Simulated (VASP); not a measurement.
**Be2CdS3: relaxation of cell and atoms with PBE**

The system is Be2CdS3.

```
Be Cd S
1.0
    -1.83000    1.83000    7.77500
     1.83000   -1.83000    7.77500
     1.83000    1.83000   -7.77500
Be Cd S
2 1 3
Direct
  0.67000 0.67000 0.00000
  0.33000 0.33000 0.00000
  0.00000 0.00000 0.00000
  0.59700 0.09700 0.50000
  0.90300 0.40300 0.50000
  0.25000 0.75000 0.50000
```

The cell was built by a generator and needn't be a form met in nature.

```json
{
 "Program": "VASP 6.6.1",
 "Task": "relaxation of cell and atoms",
 "Functional": "PBE",
 "Potentials or basis": "VASP PAW PBE potentials, release 64 (Be, Cd, S)",
 "Cutoff": "520 eV",
 "k mesh": "5 × 5 × 5",
 "Occupations": "gaussian, width 0.15 eV",
 "Spin": "no spin polarisation",
 "Further INCAR settings": "PREC = Normal; ALGO = Fast; EDIFF = 0.0001; IBRION = 2; EDIFFG = -0.08; NSW = 24; ISIF = 3"
}
```

The relaxed volume is 17.77 Å³/atom. The relaxed cell is a = 8.519 Å, b = 8.519 Å, c = 8.519 Å, α = 155.45°, β = 155.45°, γ = 35.00°, the space group after relaxing (to 0.05 Å) is I-4m2 (No. 119) and the energy gained by relaxing is 78.8 meV/atom. The ionic steps are 7 and the pressure after relaxing is 0.2 GPa. The largest force after relaxing is 0.040 eV/Å and the band gap on the k mesh is 2.57 eV, direct.

Forces on the atoms (eV/Å):
```
Be   0.000  0.000  0.030
Be   0.000  0.000 -0.030
Cd   0.000  0.000  0.000
S    0.000  0.000 -0.040
S    0.000  0.000  0.040
S    0.000  0.000  0.000
```

Stress tensor (GPa, compression positive):
```
0.12 0.00 0.00
0.00 0.12 0.00
0.00 0.00 0.24
```

Step by step:
| step | energy change (eV) | largest force (eV/Å) | pressure (GPa) | volume (Å³) |
| --- | --- | --- | --- | --- |
| 1 | 0.0000 | 1.9677 | 4.61 | 104.15 |
| 2 | -0.3107 | 0.6393 | -2.49 | 111.85 |
| 3 | -0.3108 | 0.6385 | -2.60 | 112.06 |
| 4 | -0.4236 | 0.4844 | -1.29 | 109.05 |
| 5 | -0.4617 | 0.3270 | 0.24 | 106.44 |
| 6 | -0.4621 | 0.3032 | 0.46 | 106.06 |
| 7 | -0.4727 | 0.0402 | 0.16 | 106.64 |

Final structure:
```
CELL_PARAMETERS angstrom
-1.81145 1.81145 8.12493
1.81145 -1.81145 8.12493
1.81145 1.81145 -8.12493
ATOMIC_POSITIONS crystal
Be 0.67761 0.67761 0.00000
Be 0.32239 0.32239 0.00000
Cd 0.00000 0.00000 0.00000
S 0.60808 0.10808 0.50000
S 0.89192 0.39192 0.50000
S 0.25000 0.75000 0.50000
```

Levels at points of the mesh, in eV from the valence-band top:
```
           k point  band 13  band 14  band 15  band 16  band 17  band 18  band 19  band 20  band 21
(0.00, 0.00, 0.00)    -1.82    -1.82    -0.68     0.00     0.00     2.57     3.13     4.13     4.76
```

Wall time 110 s on 2 MPI ranks on Intel(R) Xeon(R) 6975P-C (Granite Rapids), with other jobs on the host, peak memory 0.34 GiB a rank.

Caveat: the k mesh is coarse (spacing up to 0.49 Å⁻¹), so the values aren't converged; an odd mesh through Γ misses points on the zone boundary, where band edges often lie; the relaxation stopped at a loose force limit of 0.08 eV/Å, so its end isn't a converged minimum.
